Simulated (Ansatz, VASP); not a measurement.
**Ta: VASP beside Ansatz**

One calculation is typed for both programs; each brings its own data sets. How far apart do they land? Of the first pair: The structure shown is the start of the Ansatz relaxation below; VASP solves that cell, so the two are compared at the walk's first step.

Calculated with Ansatz 0.2.0; plane waves, with VASP 6.6.1 beside it; single point at PBEsol.

## 1. The starting structure

The cell holds 10 atoms: 10 Ta. Its edges and angles: a = 3.303 Å, b = 2.860 Å, c = 35.020 Å, α = 90.0°, β = 90.0°, γ = 54.7°. It derives from Ta. As first built, before any earlier steps moved the atoms (in the runner's words): stoichiometric True; symmetric True; series ['metal Ta110', 10, 'layers']. Vacuum lies along c.

## 2. Ansatz: relaxation, PBEsol

Ansatz runs on its PAW soft_1 files.

The two programs are compared at the cell with which this relaxation starts, whose forces are those of its first step.

File input.yaml:

```yaml
crystal:
  lattice:
    - [3.303, 0.0, 0.0]
    - [1.6515, 2.3355736983, 0.0]
    - [0.0, 0.0, 35.0201632843]
  atoms:
    - { symbol: Ta, position: [0.0, 0.0, 0.800115152] }
    - { symbol: Ta, position: [0.5, 0.0, 0.733422896] }
    - { symbol: Ta, position: [0.0, 0.0, 0.66673064] }
    - { symbol: Ta, position: [0.5, 0.0, 0.600038384] }
    - { symbol: Ta, position: [0.0, 0.0, 0.533346128] }
    - { symbol: Ta, position: [0.5, 0.0, 0.466653872] }
    - { symbol: Ta, position: [0.0, 0.0, 0.399961616] }
    - { symbol: Ta, position: [0.5, 0.0, 0.33326936] }
    - { symbol: Ta, position: [0.0, 0.0, 0.266577104] }
    - { symbol: Ta, position: [0.5, 0.0, 0.199884848] }
kpoints:
  mp_grid: { grid: [12, 12, 1] }
scf:
  occupations: { method: fermi_dirac, width: 0.05 }
  n_extra_bands: 10
hamiltonian:
  xc: pbesol
  pseudopotentials: { kind: paw, azcp: { folder: soft_1 }, xc_functional: pbe }
output:
  forces: true
  write_potential: true
  volumetric_format: []
relax:
  f_tol: 0.03
  max_steps: 45
  constraints: [{ sites: [3, 4, 5, 6] }]
```

The run is started by

```console
> ansatz run input.yaml --threads 4 --pin off --max-ram 11264MiB --backend cpu --events-out ev --progress --plain --runs-dir out
```

Numbers of over 12 decimals in the logs are rounded to 6 here.

Output:

```text
scf.n_extra_bands = 10 over 65 filled bands (N_el = 130.0): the run solves 75 bands
Engine: ansatz 0.2.0, aarch64-unknown-linux-gnu
Pseudopotentials: kind: paw
Pseudopotential: Ta, paw, valence charge 13, recommended cutoff 420 eV (normal), soft_1/Ta.paw.azcp
Functional definition: PBEsol
  exchange = pbesol_x
  correlation = pbesol_c
Crystal: 10 atoms, lattice volume = 270.160 Å³
Basis set: ecut = 420 eV, 5291 PW (Γ), exchange–correlation on 48×40×480 points (8 copies of the dense FFT grid, shifted against one another)
Bands: 75, of which v1, the nominal top of the filled ones, is band 65 counted from 1 (64 counted from 0)
Symmetry: 8 space group operations
Space group: Cmme (ITA 67), of the structure as read, at distance tolerance 6.5e-5 Å
k-points: 43 of 144
Non-local potential: Ta, projectors of the file, l = 0: 3, l = 1: 2, l = 2: 2, l = 3: 1
PAW form: soft (Blöchl's): semilocal exchange-correlation on the pseudo side does not see the compensation charge
PAW frozen core: Ta, regenerated for the run's functional, and the local potential with it (the file was generated under x = pbe(κ = 0.804, μ = 0.219515), c = pbe(β = 0.066725))
PAW one-centre angular grid: Ta, 590 points (default); XC on 64 Gauss nodes
Initial density: superposition of atomic densities (neutral atoms: chi_scale 0, normalization atom)
Initial wavefunctions: pseudopotential atomic-orbital guess
Functional: x = pbesol(κ = 0.804, μ = 0.123457), c = pbesol(β = 0.046)
SCF iter   1: F=—  HF=-98076.495015 eV  |F-HF|=—  |Δ(HF+E_count)|=         —  Δρ=4.95e-2  dr2=2.48e2  ethr=3.10e-3  ⟨swp⟩=9.2  Hψ=14828  notcnv=0  defer=7
preconditioner: auto → LDOS  [metal: Δε(μ)=0.005 eV  Ē_g=3.994 eV  σ=0.050 eV  W_gap=0.03  n_scr=54 (ndim 8)  ℏωp=16.0 eV  f_vac=0.287  D(μ)=8.59/eV (n_scr^D=54)  β→1.0]
SCF iter   2: F=—  HF=-98079.578033 eV  |F-HF|=—  |Δ(HF+E_count)|=    3.08e0  Δρ=5.15e-2  dr2=6.93e2  ethr=3.10e-3  ⟨swp⟩=10.4  Hψ=17637  notcnv=0  defer=74  recentre
SCF iter   3: F=—  HF=-98072.262296 eV  |F-HF|=—  |Δ(HF+E_count)|=    7.32e0  Δρ=2.26e-2  dr2=5.32e1  ethr=3.10e-3  ⟨swp⟩=8.4  Hψ=12364  notcnv=0  defer=17
SCF iter   4: F=—  HF=-98071.533885 eV  |F-HF|=—  |Δ(HF+E_count)|=   7.28e-1  Δρ=6.32e-3  dr2=7.34e0  ethr=3.10e-3  ⟨swp⟩=4.4  Hψ=5291  notcnv=0  defer=42
SCF iter   5: F=—  HF=-98071.506580 eV  |F-HF|=—  |Δ(HF+E_count)|=   2.73e-2  Δρ=3.67e-3  dr2=2.95e0  ethr=3.10e-3  ⟨swp⟩=1.0  Hψ=3336  notcnv=0  defer=44
SCF iter   6: F=—  HF=-98071.482746 eV  |F-HF|=—  |Δ(HF+E_count)|=   2.38e-2  Δρ=6.98e-4  dr2=1.21e-1  ethr=2.27e-3  ⟨swp⟩=1.1  Hψ=3182  notcnv=0  defer=44
SCF iter   7: F=—  HF=-98071.465561 eV  |F-HF|=—  |Δ(HF+E_count)|=   1.72e-2  Δρ=4.77e-4  dr2=4.44e-2  ethr=9.32e-5  ⟨swp⟩=3.1  Hψ=4793  notcnv=0  defer=47
SCF iter   8: F=—  HF=-98071.460349 eV  |F-HF|=—  |Δ(HF+E_count)|=   5.21e-3  Δρ=1.50e-4  dr2=2.37e-3  ethr=3.42e-5  ⟨swp⟩=2.0  Hψ=3734  notcnv=0  defer=47
SCF iter   9: F=—  HF=-98071.459759 eV  |F-HF|=—  |Δ(HF+E_count)|=   5.90e-4  Δρ=5.98e-5  dr2=5.72e-4  ethr=1.82e-6  ⟨swp⟩=2.0  Hψ=3941  notcnv=0  defer=47
SCF iter  10: F=—  HF=-98071.459803 eV  |F-HF|=—  |Δ(HF+E_count)|=   4.45e-5  Δρ=2.70e-5  dr2=3.24e-5  ethr=4.40e-7  ⟨swp⟩=2.4  Hψ=4048  notcnv=0  defer=47
[...]
SCF 1 converged in 11 iterations: F = -98071.459801 eV  dr2 = 4.45e-7
  greatest PAW one-centre occupation: 0.999 electrons in one spin orbital (limit 2), on the Ta atom at site 8 (counted from 0), in its partial waves of l = 0
relax step   1: F+E_penalty+E_count = -98071.45980150 eV  Δ(F+E_penalty+E_count) = +0.000e0 eV  max|allowed force component| = 6.859e-1 eV/Å  Δτ_max = 0.0000 Å  (11 SCF iters, dr2 threshold 2.25e-5 eV, accepted)
Initial density: handed on by an earlier stage of this run
Initial wavefunctions: those handed on with the density
[...]
preconditioner: auto → LDOS  [metal: Δε(μ)=0.012 eV  Ē_g=3.647 eV  σ=0.050 eV  W_gap=0.06  n_scr=54 (ndim 8)  ℏωp=16.0 eV  f_vac=0.304  D(μ)=14.16/eV (n_scr^D=160)  β→1.0]
SCF iter   2: F=—  HF=-98071.590745 eV  |F-HF|=—  |Δ(HF+E_count)|=   1.52e-1  Δρ=7.31e-3  dr2=1.05e0  ethr=2.29e-3  ⟨swp⟩=3.2  Hψ=4732  notcnv=0  defer=30
SCF iter   3: F=—  HF=-98071.514912 eV  |F-HF|=—  |Δ(HF+E_count)|=   7.58e-2  Δρ=2.30e-3  dr2=6.99e-2  ethr=8.05e-4  ⟨swp⟩=2.7  Hψ=5286  notcnv=0  defer=45
SCF iter   4: F=—  HF=-98071.505947 eV  |F-HF|=—  |Δ(HF+E_count)|=   8.97e-3  Δρ=6.55e-4  dr2=3.42e-3  ethr=5.38e-5  ⟨swp⟩=2.9  Hψ=6328  notcnv=0  defer=46
[...]
SCF iter   2: F=—  HF=-98071.577693 eV  |F-HF|=—  |Δ(HF+E_count)|=   1.46e-2  Δρ=8.50e-4  dr2=1.57e-2  ethr=2.83e-4  ⟨swp⟩=2.4  Hψ=3399  notcnv=0  defer=46
SCF iter   3: F=—  HF=-98071.577343 eV  |F-HF|=—  |Δ(HF+E_count)|=   3.50e-4  Δρ=5.36e-4  dr2=3.05e-3  ethr=4.53e-6  ⟨swp⟩=3.0  Hψ=6122  notcnv=0  defer=46
SCF iter   4: F=—  HF=-98071.576860 eV  |F-HF|=—  |Δ(HF+E_count)|=   4.83e-4  Δρ=1.07e-4  dr2=1.21e-4  ethr=8.79e-7  ⟨swp⟩=2.8  Hψ=5914  notcnv=0  defer=46
SCF iter   5: F=—  HF=-98071.576626 eV  |F-HF|=—  |Δ(HF+E_count)|=   2.33e-4  Δρ=3.00e-5  dr2=1.05e-5  ethr=3.49e-8  ⟨swp⟩=3.0  Hψ=6650  notcnv=0  defer=46
SCF iter   6: F=—  HF=-98071.576623 eV  |F-HF|=—  |Δ(HF+E_count)|=   2.92e-6  Δρ=7.94e-6  dr2=5.15e-7  ethr=3.04e-9  ⟨swp⟩=2.4  Hψ=5002  notcnv=0  defer=46
SCF iter   7: F=—  HF=-98071.576624 eV  |F-HF|=—  |Δ(HF+E_count)|=   1.03e-7  Δρ=3.05e-6  dr2=1.16e-7  ethr=2.89e-11  ⟨swp⟩=11.7  Hψ=26688  notcnv=0
SCF iter   8: F=-98071.576623 eV  HF=-98071.576624 eV  |F-HF|=1.89e-8  |Δ(HF+E_count)|=   2.08e-9  Δρ=9.80e-7  dr2=2.26e-8  ethr=2.89e-11  ⟨swp⟩=10.7  Hψ=24430  notcnv=0
SCF 4 converged in 8 iterations: F = -98071.576623 eV  dr2 = 2.26e-8
relax step   4: F+E_penalty+E_count = -98071.57662350 eV  Δ(F+E_penalty+E_count) = -5.209e-3 eV  max|allowed force component| = 1.176e-2 eV/Å  Δτ_max = 0.0417 Å  (8 SCF iters, accepted)
NSCF: frozen V_eff on 43 k-points
the band table was solved once a step of the walk had ended and its energy, with any forces and stress, was formed, with the checks that follow a solve (16883 applications of the Hamiltonian). They found nothing against the state; the energy, forces and stress were not computed again (output.eigenvalues in the input reference)
WARN: The output density's exchange-correlation potential varies sharply where the density is thin. Do not read a vacuum level from v_tot or v_xc, or from such a field of the output density. On a cell that repeats whose density bears no net charge and no dipole along the vacuum's axis use v_es (v_loc + v_h of the components); under efield.dipole_correction with no amplitude use v_es + v_field, which holds any externa [...]
SCF converged after 8 iterations
Free energy (F): -98071.576623 eV
Harris-Foulkes:  -98071.576624 eV  (|F-HF|=1.89e-8)
Internal energy: -98071.464388 eV  (E = F + TS)
E sigma→0 (E₀):  -98071.520506 eV
Entropy (-TS):   -0.112236 eV (-11.224 meV/atom)
Fermi energy:    10.724134 eV
--- Per-component energies (eV) ---
  E_band       = -2063.800792
  E_kinetic    = 3936.246280
  E_local      = -142553.408051  (includes V_loc(G=0)·N_el)
  E_nonlocal   = -86.509108
  E_hartree    = 70010.925128
  E_xc         = -3186.651713
  E_vxc        = -2332.816066  (∫ρ·V_xc dr)
  E_paw        = -81812.614921  (= ΣΔE_a)
  E_vpaw       = -1049.196852  (= ΣTr[D̂ρ^β])
  E_aug_tail   = 0.001008  (compensation charges beyond the density's cutoff)
  E_ewald      = 55618.409862
  E_core_change = 2.137128  (= ΣΔE_core)
  E_smearing   = -0.112236  (= −TS)
  E_closure    = -0.000000  (closes the sum)
  Σ components = -98071.576623   (vs F -98071.576623, Δ=0.00e0)
--- Forces (eV/Å), atoms counted from 1 ---
  atom   1  Ta     0.00000000     0.00000000    -0.00314695
  atom   2  Ta     0.00000000     0.00000000     0.00414198
  atom   3  Ta     0.00000000     0.00000000     0.01176446
  atom   4  Ta     0.00000000     0.00000000    -0.18955822
  atom   5  Ta     0.00000000     0.00000000    -0.01819661
  atom   6  Ta     0.00000000     0.00000000     0.01819661
  atom   7  Ta     0.00000000     0.00000000     0.18955822
  atom   8  Ta     0.00000000     0.00000000    -0.01176446
  atom   9  Ta     0.00000000     0.00000000    -0.00414198
  atom  10  Ta     0.00000000     0.00000000     0.00314695
  max |Σ_I F_I| component: 1.39e-17 eV/Å
--- Band table (eV; the first three rows and the last of 43) ---
  k-point 0: bands = [... 61 lower, 10.9872, 11.1758, 11.2121, 11.3010, 11.4014, 11.4045, 11.4521, 11.4557, ... 6 higher]
  k-point 1: bands = [... 61 lower, 10.9981, 11.1012, 11.1730, 11.2152, 11.3199, 11.3242, 11.3940, 11.4375, ... 6 higher]
  k-point 2: bands = [... 61 lower, 10.8562, 10.8763, 10.9575, 11.0864, 11.1271, 11.2312, 11.2647, 11.2755, ... 6 higher]
  k-point 42: bands = [... 61 lower, 9.9086, 9.9199, 10.0212, 10.1619, 10.3783, 10.7104, 11.0325, 11.0377, ... 6 higher]
--- Relaxed structure (4 steps of the walk, 4 accepted, 0 SCFs on fresh bases) ---
  F+E_penalty+E_count = -98071.57662350 eV   max|allowed force component| = 1.176e-2 eV/Å
  atoms:
    - { symbol: Ta, position: [0, 0.0, 0.794156] }
    - { symbol: Ta, position: [0.5, 0.0, 0.731175] }
    - { symbol: Ta, position: [0, 0.0, 0.665422] }
    - { symbol: Ta, position: [0.5, 0.0, 0.600038384] }
    - { symbol: Ta, position: [0.0, 0.0, 0.533346128] }
    - { symbol: Ta, position: [0.5, 0.0, 0.466654] }
    - { symbol: Ta, position: [0.0, 0.0, 0.399961616] }
    - { symbol: Ta, position: [0.5, 0, 0.334578] }
    - { symbol: Ta, position: [0, 0.0, 0.268825] }
    - { symbol: Ta, position: [0.5, 0.0, 0.205844] }
```

Reading the cycles: dr2 is the Hartree energy of the density residual (eV), the measure of convergence; HF is the Harris–Foulkes estimate of the energy, which meets the free energy F at convergence.

## 3. VASP: single point, PBEsol, start cell, pair 1

The same cell, functional, mesh and smearing now go to VASP, with its own data sets.

Lines of VASP's logs that name or quote its potential files are left out, and so is its time.

File INCAR:

```
SYSTEM = Ta
PREC = Accurate
ENCUT = 400
EDIFF = 1E-06
NELM = 120
ISMEAR = -1
SIGMA = 0.05
LREAL = .FALSE.
ALGO = Normal
GGA = PS
NBANDS = 68
LASPH = .TRUE.
LORBIT = 11
LWAVE = .FALSE.
LCHARG = .FALSE.
ISIF = 2
GGA_COMPAT = .FALSE.
KPAR = 2
```

File POSCAR:

```
Ta
1.0
    3.3030000000      0.0000000000      0.0000000000
    1.6515000000      2.3355736983      0.0000000000
    0.0000000000      0.0000000000     35.0201632843
Ta
10
Direct
    0.0000000000      0.0000000000      0.8001151443
    0.5000000000      0.0000000000      0.7334229082
    0.0000000000      0.0000000000      0.6667306434
    0.5000000000      0.0000000000      0.6000383787
    0.0000000000      0.0000000000      0.5333461140
    0.5000000000      0.0000000000      0.4666538779
    0.0000000000      0.0000000000      0.3999616132
    0.5000000000      0.0000000000      0.3332693484
    0.0000000000      0.0000000000      0.2665771123
    0.5000000000      0.0000000000      0.1998848476
```

File KPOINTS:

```
Automatic mesh
0
Gamma
12 12 1
0 0 0
```

PAW data sets: Ta_pv (PBE family, release 64).

The run is started by

```console
> mpirun -np 2 vasp_std
```

Output:

```text
[banner, memory and clock lines left out]
running    2 mpi-ranks, on    1 nodes
 distrk:  each k-point on    1 cores,    2 groups
 distr:  one band on    1 cores,    1 groups

 POSCAR found type information on POSCAR Ta
 POSCAR found :  1 types and      10 ions
|                                                                             |
|               ----> ADVICE to this user running VASP <----                  |
|                                                                             |
|     You enforced a specific xc type in the INCAR file but a different       |
|     [... a line on the potential file left out ...]
|     I HOPE YOU KNOW WHAT YOU ARE DOING!                                     |
|                                                                             |

 LDA part: xc-table for (Slater+PW92), standard interpolation
 POSCAR, INCAR and KPOINTS ok, starting setup
 FFT: planning ... GRIDC
 FFT: planning ... GRID_SOFT
 FFT: planning ... GRID
 WAVECAR not read
 entering main loop
       N       E                     dE             d eps       ncg     rms          rms(c)
DAV:   1     0.999574275745E+03    0.99957E+03   -0.55507E+04  6728   0.131E+03
DAV:   2    -0.808384769013E+02   -0.10804E+04   -0.10515E+04  6564   0.424E+02
DAV:   3    -0.129338276256E+03   -0.48500E+02   -0.45778E+02  7576   0.781E+01
DAV:   4    -0.131323580035E+03   -0.19853E+01   -0.19448E+01  7808   0.144E+01
DAV:   5    -0.131402946507E+03   -0.79366E-01   -0.78895E-01  8188   0.241E+00    0.433E+01
DAV:   6    -0.362656723083E+03   -0.23125E+03   -0.16534E+03  9264   0.134E+02    0.578E+01
DAV:   7    -0.174532105094E+03    0.18812E+03   -0.36943E+03  9064   0.605E+01    0.450E+01
DAV:   8    -0.143380563176E+03    0.31152E+02   -0.42900E+02  7464   0.562E+01    0.205E+01
DAV:   9    -0.130834772542E+03    0.12546E+02   -0.12191E+02  7944   0.312E+01    0.123E+01
DAV:  10    -0.126904739159E+03    0.39300E+01   -0.42697E+01  7896   0.185E+01    0.102E+01
DAV:  11    -0.126617415786E+03    0.28732E+00   -0.10908E+01  7864   0.864E+00    0.901E+00
DAV:  12    -0.125692153608E+03    0.92526E+00   -0.15160E+00  7544   0.516E+00    0.807E+00
DAV:  13    -0.125201351550E+03    0.49080E+00   -0.38116E-01  7864   0.262E+00    0.702E+00
DAV:  14    -0.124468919058E+03    0.73243E+00   -0.36167E-01  6880   0.233E+00    0.540E+00
[...]
DAV:  26    -0.122911485510E+03   -0.19374E-03   -0.35680E-04  7356   0.779E-02    0.645E-02
DAV:  27    -0.122911754921E+03   -0.26941E-03   -0.29476E-04  6676   0.501E-02    0.245E-02
DAV:  28    -0.122911917631E+03   -0.16271E-03   -0.87522E-05  7288   0.264E-02    0.151E-02
DAV:  29    -0.122912028889E+03   -0.11126E-03   -0.49853E-05  6148   0.192E-02    0.648E-03
DAV:  30    -0.122912053004E+03   -0.24115E-04   -0.58183E-06  5712   0.884E-03    0.324E-03
DAV:  31    -0.122912056402E+03   -0.33977E-05   -0.71328E-07  4320   0.276E-03    0.208E-03
DAV:  32    -0.122912059160E+03   -0.27581E-05   -0.38483E-07  3872   0.232E-03    0.115E-03
DAV:  33    -0.122912059866E+03   -0.70593E-06   -0.26138E-07  3760   0.158E-03
   1 F= -.12291206E+03 E0= -.12285397E+03  d E =-.116183E+00
```

From OUTCAR (step 3):

```text
ion  position               nearest neighbor table
   1  0.000  0.000  0.800-   2 2.86   2 2.86   2 3.30   2 3.30
   2  0.500  0.000  0.733-   1 2.86   1 2.86   3 2.86   3 2.86   1 3.30   1 3.30   3 3.30   3 3.30

  LATTYP: Found a base centered orthorhombic cell.
 ALAT       =     3.3030000000
 B/A-ratio  =     1.4142135624
 C/A-ratio  =    10.6025320267

 Subroutine GETGRP returns: Found  8 space group operations
 (whereof  4 operations were pure point group operations)

The static configuration has the point symmetry C_2v.
 The point group associated with its full space group is D_2h.

 Found     43 irreducible k-points:

   k-points           NKPTS =     43   k-points in BZ     NKDIM =     43   number of bands    NBANDS=     68

   dimension x,y,z NGX =    24 NGY =   20 NGZ =  240
   dimension x,y,z NGXF=    48 NGYF=   40 NGZF=  480

   ENCUT  =  400.0 eV  29.40 Ry    5.42 a.u.   5.39  4.66 57.11*2*pi/ulx,y,z

   NELECT =     110.0000    total number of electrons

 k-points in reciprocal lattice and weights: Automatic mesh
   0.00000000  0.00000000  0.00000000       0.007
   0.08333333  0.00000000  0.00000000       0.028
   0.16666667 -0.00000000  0.00000000       0.028
   0.25000000  0.00000000  0.00000000       0.028
   0.33333333 -0.00000000  0.00000000       0.028
   0.41666667 -0.00000000  0.00000000       0.028
   0.50000000  0.00000000  0.00000000       0.014
   0.00000000  0.08333333  0.00000000       0.014
   0.16666667  0.08333333  0.00000000       0.014
[...]
-0.08333333  0.41666667  0.00000000       0.028
   0.00000000  0.50000000  0.00000000       0.007

 average (electrostatic) potential at core
       1 -40.0445       2 -39.5993       3 -39.5037       4 -39.4923       5 -39.5023
       6 -39.5023       7 -39.4924       8 -39.5038       9 -39.5993      10 -40.0445

 E-fermi :   2.0494

 k-point     1 :       0.0000    0.0000    0.0000
  band No.  band energies     occupation
    ...
     46       1.5831      1.99982
     47       1.6487      1.99934
     48       1.6558      1.99924
     49       1.9112      1.88135
     50       2.0208      1.27839
     51       2.1099      0.45914
     52       2.2308      0.05176
     53       2.2733      0.02243
     54       2.4681      0.00046
     55       2.5174      0.00017
    ...

 k-point     2 :       0.0833    0.0000    0.0000
  band No.  band energies     occupation
    ...
     48       1.6065      1.99972
     49       1.8354      1.97270
     50       1.8920      1.91768
     51       1.9244      1.84829
     52       2.0945      0.57727
     53       2.1994      0.09480
     54       2.3228      0.00839
     55       2.3672      0.00346
     56       2.4386      0.00083
     57       2.5907      0.00004
    ...

 k-point     3 :       0.1667   -0.0000    0.0000
  band No.  band energies     occupation
    ...
     51       1.7051      1.99796
     52       1.8562      1.95889
     53       1.8821      1.93189
     54       1.8951      1.91265
     55       2.0943      0.57913
     56       2.1688      0.16821
     57       2.1779      0.14204
     58       2.2901      0.01611
     59       2.3799      0.00269
     60       2.3990      0.00184
    ...

  Total       -8.8568558     -9.0583453     -6.9820804      0.0000000      0.0000000      0.0000000
  in kB      -52.5254573    -53.7203874    -41.4071282      0.0000000      0.0000000      0.0000000
  external PRESSURE =     -49.2176576 kB  Pullay stress =       0.0000000 kB

  energy-cutoff  :      400.00
  volume of cell :      270.16
      direct lattice vectors                 reciprocal lattice vectors
     3.303000000  0.000000000  0.000000000     0.302755071 -0.214080164  0.000000000
     1.651500000  2.335573698  0.000000000     0.000000000  0.428160328  0.000000000
     0.000000000  0.000000000 35.020163284     0.000000000  0.000000000  0.028554978

 POSITION                                       TOTAL-FORCE (eV/Angst)
 -----------------------------------------------------------------------------------
      0.00000      0.00000     28.02016        -0.000000      0.000000     -0.681674
      1.65150      0.00000     25.68459         0.000000      0.000000      0.394404
      0.00000      0.00000     23.34902        -0.000000      0.000000      0.088563
      1.65150      0.00000     21.01344         0.000000      0.000000     -0.012932
      0.00000      0.00000     18.67787        -0.000000      0.000000      0.027181
      1.65150      0.00000     16.34230        -0.000000      0.000000     -0.027181
      0.00000      0.00000     14.00672        -0.000000      0.000000      0.012932
      1.65150      0.00000     11.67115         0.000000      0.000000     -0.088563
      0.00000      0.00000      9.33557         0.000000      0.000000     -0.394404
      1.65150      0.00000      7.00000        -0.000000      0.000000      0.681674
 -----------------------------------------------------------------------------------
    total drift:                                0.000000      0.000000      0.000218

  FREE ENERGIE OF THE ION-ELECTRON SYSTEM (eV)
  ---------------------------------------------------
  free  energy   TOTEN  =      -122.9120598659 eV

  energy  without entropy=     -122.7958768927  energy(sigma->0) =     -122.85396838

 total charge
# of ion       s       p       d       tot
------------------------------------------
    1        0.374   6.087   2.373   8.833
    2        0.369   6.173   2.378   8.920
    3        0.369   6.170   2.394   8.933
    4        0.370   6.165   2.403   8.939
    5        0.369   6.166   2.402   8.937
    6        0.369   6.166   2.402   8.937
    7        0.370   6.165   2.403   8.939
    8        0.369   6.170   2.394   8.933
    9        0.369   6.173   2.378   8.920
   10        0.374   6.087   2.373   8.833
--------------------------------------------------
tot          3.702  61.521  23.900  89.123

[... 3 further parts left out ...]
```

[end of part 1 of 2]

[Lines on the potential files, build, host, timing and source positions are cut from VASP's logs without a mark.]

[Logs are printed without paths, hosts, clocks, repeated set-up lines and the standing remarks that a program may print on its own settings, such as how far it seeks lower states.]

[Hosts, paths, dates, database ids (printed as entryN), source tags and the programs' standing remarks are cut or masked in the printed files.]
